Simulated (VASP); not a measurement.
An input for Quantum ESPRESSO's pw.x (written as the equivalent of a VASP run, and not itself run):

```
&CONTROL
  calculation = 'vc-relax'
  pseudo_dir = './pseudo'
  outdir = './out'
  tprnfor = .true.
  tstress = .true.
  nstep = 40
  forc_conv_thr = 0.00078
/
&SYSTEM
  ibrav = 0
  nat = 5
  ntyp = 3
  ecutwfc = 84
  occupations = 'smearing'
  smearing = 'gaussian'
  degauss = 0.003675
  input_dft = 'pz'
/
&ELECTRONS
  conv_thr = 7.3e-08
  electron_maxstep = 100
/
&IONS
/
&CELL
  press = 100
/
ATOMIC_SPECIES
  Ba 137.327 Ba.upf
  Zr 91.224 Zr.upf
  O 15.999 O.upf
CELL_PARAMETERS angstrom
     4.0878069    0.0000000   -0.0000000
    -0.0000000    4.0878069   -0.0000000
     0.0000000    0.0000000    4.0878069
ATOMIC_POSITIONS crystal
  Ba   0.0000000  0.0000000  0.0000000
  Zr   0.5000000  0.5000000  0.5000000
  O    0.5000000  0.0000000  0.5000000
  O    0.0000000  0.5000000  0.5000000
  O    0.5000000  0.5000000  0.0000000
K_POINTS automatic
  6 6 6 0 0 0
```

Question: Write the VASP files for the same calculation (LDA).

Answer: Several could match; the one computed here: 
### KPOINTS
```
Regular mesh
0
G
 6 6 6
0 0 0
```

### POSCAR
```
BaZrO3
1
    4.0878068611     0.0000000000    -0.0000000000
   -0.0000000000     4.0878068611    -0.0000000000
    0.0000000000     0.0000000000     4.0878068611
Ba Zr O
1 1 3
Direct
  0.0000000000   0.0000000000   0.0000000000
  0.5000000000   0.5000000000   0.5000000000
  0.5000000000   0.0000000000   0.5000000000
  0.0000000000   0.5000000000   0.5000000000
  0.5000000000   0.5000000000   0.0000000000
```

INCAR:
```
NELM=100   # most electronic steps
LASPH=.TRUE.
ISIF=3
SIGMA=0.05
IBRION=2
ENCUT=620   # plane-wave cut-off (eV)
LMAXMIX=4   # l cut-off of mixed one-centre charges
LWAVE=.FALSE.
SYSTEM=BaZrO3
ISMEAR=0   # Gaussian
PREC=Accurate
PSTRESS=100
LREAL=.FALSE.
NSW=40
EDIFF=1E-6
ALGO=Normal
LCHARG=.FALSE.
EDIFFG=-0.02   # ionic stop
```

POTCAR, in this order: Ba_sv Zr_sv O (LDA.64 set). Program: vasp_std.

The two are equivalent in intent, not identical: the potentials are each code's own (VASP's PAW set, PseudoDojo norm-conserving files in pw.x), so ENCUT and ecutwfc are chosen apart and not converted; conv_thr bounds pw.x's estimated SCF error, while EDIFF bounds the energy change between steps; forc_conv_thr acts on force components and is met together with etot_conv_thr.

The compound is BaZrO3 in the cubic perovskite structure. It was relaxed first under an external pressure of 10 GPa.
